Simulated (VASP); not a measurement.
Computed with PBE GGA, VASP's PBE PAW potentials (set 64) (plane waves; VASP).

VASP ran on this input.

### POSCAR
```
W
1
   -1.5935571320     1.5935571320     1.5935571320
    1.5935571320    -1.5935571320     1.5935571320
    1.5935571320     1.5935571320    -1.5935571320
W
1
Direct
  0.0000000000   0.0000000000   0.0000000000
```

**INCAR**
```
ALGO = Normal
EDIFF = 1E-6
EDIFFG = -0.02
ENCUT = 500
GGA = PE
IBRION = 2
ISIF = 3
ISMEAR = 1
LASPH = .True.
LCHARG = .False.
LMAXMIX = 6
LREAL = .False.
LWAVE = .False.
NELM = 100
NSW = 40
PREC = Accurate
SIGMA = 0.1
SYSTEM = W
```

KPOINTS:
```
Regular mesh
0
gamma
  16 16 16
0 0 0
```

POTCAR, in this order: W_sv (PBE.64 set). Program: vasp_std.

What VASP printed:

File OUTCAR:
```
 ion  position               nearest neighbor table
   1  0.000  0.000  0.000-
  LATTYP: Found a body centered cubic cell.
 ALAT       =     3.1871142640
 Subroutine PRICEL returns:
 Original cell was already a primitive cell.
 Subroutine GETGRP returns: Found 48 space group operations
The static configuration has the point symmetry O_h .
The dynamic configuration has the point symmetry O_h .
 Subroutine INISYM returns: Found 48 space group operations
 Subroutine IBZKPT returns following result:
 Found    145 irreducible k-points:

 Following reciprocal coordinates:
            Coordinates               Weight
  0.000000  0.000000  0.000000      1.000000
  0.062500  0.000000  0.000000     12.000000
  0.125000  0.000000  0.000000     12.000000
  0.187500  0.000000  0.000000     12.000000
  0.250000  0.000000  0.000000     12.000000
  0.312500  0.000000  0.000000     12.000000
  0.375000  0.000000  0.000000     12.000000
  0.437500  0.000000  0.000000     12.000000
  0.500000  0.000000  0.000000      6.000000
  0.062500  0.062500  0.000000     24.000000
...
```

### OSZICAR
```
       N       E                     dE             d eps       ncg     rms          rms(c)
DAV:   1     0.770712847504E+02    0.77071E+02   -0.76667E+03  3190   0.141E+03
DAV:   2    -0.118527317274E+02   -0.88924E+02   -0.85730E+02  3430   0.327E+02
DAV:   3    -0.135872868771E+02   -0.17346E+01   -0.17164E+01  3632   0.447E+01
DAV:   4    -0.135964666014E+02   -0.91797E-02   -0.91783E-02  3436   0.361E+00
DAV:   5    -0.135965402357E+02   -0.73634E-04   -0.73635E-04  3608   0.328E-01    0.201E+01
DAV:   6    -0.130920552348E+02    0.50449E+00   -0.60367E-01  3391   0.103E+01    0.789E+00
DAV:   7    -0.129603710892E+02    0.13168E+00   -0.32121E-01  3526   0.706E+00    0.701E-01
DAV:   8    -0.129566489689E+02    0.37221E-02   -0.43887E-03  3292   0.101E+00    0.146E-01
DAV:   9    -0.129564685977E+02    0.18037E-03   -0.26921E-04  3576   0.209E-01    0.395E-02
DAV:  10    -0.129564653160E+02    0.32817E-05   -0.14207E-05  3475   0.545E-02    0.335E-03
DAV:  11    -0.129564658087E+02   -0.49262E-06   -0.18870E-07  1874   0.617E-03
   1 F= -.12956466E+02 E0= -.12956208E+02  d E =-.129565E+02
       N       E                     dE             d eps       ncg     rms          rms(c)
DAV:   1    -0.129735276513E+02   -0.17062E-01   -0.41691E-01  3277   0.102E+01    0.174E+00
DAV:   2    -0.129576737209E+02    0.15854E-01   -0.23533E-02  3259   0.210E+00    0.376E-01
DAV:   3    -0.129552930294E+02    0.23807E-02   -0.65541E-03  3334   0.107E+00    0.296E-01
DAV:   4    -0.129553503244E+02   -0.57295E-04   -0.19109E-04  3303   0.185E-01    0.180E-02
DAV:   5    -0.129553496129E+02    0.71149E-06   -0.63661E-06  3448   0.320E-02
   2 F= -.12955350E+02 E0= -.12955134E+02  d E =0.111620E-02
       N       E                     dE             d eps       ncg     rms          rms(c)
DAV:   1    -0.129674384548E+02   -0.12088E-01   -0.25381E-01  3283   0.800E+00    0.132E+00
DAV:   2    -0.129580792613E+02    0.93592E-02   -0.14091E-02  3259   0.161E+00    0.301E-01
DAV:   3    -0.129565550226E+02    0.15242E-02   -0.43136E-03  3339   0.864E-01    0.231E-01
DAV:   4    -0.129565749604E+02   -0.19938E-04   -0.10028E-04  3279   0.134E-01    0.421E-02
DAV:   5    -0.129565710592E+02    0.39012E-05   -0.15822E-05  3496   0.522E-02    0.225E-03
DAV:   6    -0.129565712921E+02   -0.23295E-06   -0.11813E-07  1722   0.540E-03
   3 F= -.12956571E+02 E0= -.12956323E+02  d E =-.105483E-03
```

### OUTCAR
```
------------------------ aborting loop because EDIFF is reached ----------------------------------------
  FORCE on cell =-STRESS in cart. coord.  units (eV):
  Direction    XX          YY          ZZ          XY          YZ          ZX
  --------------------------------------------------------------------------------------
  Total        0.0004332      0.0004332      0.0004332      0.0000000      0.0000000     -0.0000000
  in kB        0.0429901      0.0429901      0.0429901      0.0000000      0.0000000     -0.0000000
  external PRESSURE =       0.0429901 kB  Pullay stress =       0.0000000 kB
  volume of cell :       16.15
      direct lattice vectors                 reciprocal lattice vectors
    -1.592182704  1.592182704  1.592182704     0.000000000  0.314034312  0.314034312
     1.592182704 -1.592182704  1.592182704     0.314034312  0.000000000  0.314034312
     1.592182704  1.592182704 -1.592182704     0.314034312  0.314034312  0.000000000
 POSITION                                       TOTAL-FORCE (eV/Angst)
 -----------------------------------------------------------------------------------
      0.00000     -0.00000      0.00000         0.000000      0.000000      0.000000
 -----------------------------------------------------------------------------------
    total drift:                                0.000000     -0.000000      0.000000
  FREE ENERGIE OF THE ION-ELECTRON SYSTEM (eV)
  ---------------------------------------------------
  free  energy   TOTEN  =       -12.9565712921 eV

  energy  without entropy=      -12.9558264361  energy(sigma->0) =      -12.95632301

 reached required accuracy - stopping structural energy minimisation
```
(Selected blocks of OUTCAR.)

File CONTCAR:
```
W
   1.00000000000000
    -1.5921827037797522    1.5921827037797522    1.5921827037797522
     1.5921827037797522   -1.5921827037797522    1.5921827037797522
     1.5921827037797522    1.5921827037797522   -1.5921827037797522
  W
     1
Direct
     0.0000000000000000    0.0000000000000000    0.0000000000000000
```

File OUTCAR:
```
 val. band max:       11.2212920292   @ k =   0.4375   0.0625   0.0625

 cond. band min:      11.2457503836   @ k =   0.0625   0.0625   0.0625


 Fermi energy:        11.2246512770

 k-point     1 :       0.0000    0.0000    0.0000
  band No.  band energies     occupation
      1     -63.0232      2.00000
      2     -26.6120      2.00000
      3     -26.6120      2.00000
      4     -26.6120      2.00000
      5       1.6442      2.00000
      6       9.9834      2.00000
      7       9.9834      2.00000
      8       9.9834      2.00000
      9      13.4001      0.00000
     10      13.4001      0.00000
     11      25.6544      0.00000

 k-point     2 :       0.0625    0.0000    0.0000
  band No.  band energies     occupation
      1     -63.0187      2.00000
      2     -26.6618      2.00000
      3     -26.6276      2.00000
      4     -26.6122      2.00000
      5       1.8293      2.00000
      6       9.8712      2.00000
      7       9.9576      2.00000
      8      10.1615      2.00000
      9      13.2224     -0.00000
     10      13.4014      0.00000
     11      25.8112      0.00000

 k-point     3 :       0.1250    0.0000    0.0000
  band No.  band energies     occupation
      1     -63.0054      2.00000
      2     -26.8017      2.00000
      3     -26.6717      2.00000
      4     -26.6128      2.00000
      5       2.3591      2.00000
      6       9.5673      2.00000
      7       9.8399      2.00000
      8      10.6889      2.00000
      9      12.8753     -0.00000
     10      13.4164      0.00000
     11      26.1777      0.00000

 k-point     4 :       0.1875    0.0000    0.0000
  band No.  band energies     occupation
      1     -62.9854      2.00000
      2     -27.0065      2.00000
      3     -26.7372      2.00000
      4     -26.6138      2.00000
      5       3.1487      2.00000
      6       9.1493      2.00000
      7       9.5886      2.00000
      8      11.5424     -0.00007
      9      12.6907     -0.00000
...
```

Unless said otherwise, spin-orbit coupling is left out, though it shifts the bands of the heavy elements here.

The compound is W in the bcc structure. This run relaxes it. Symmetry was kept, so distortions that lower it aren't found.
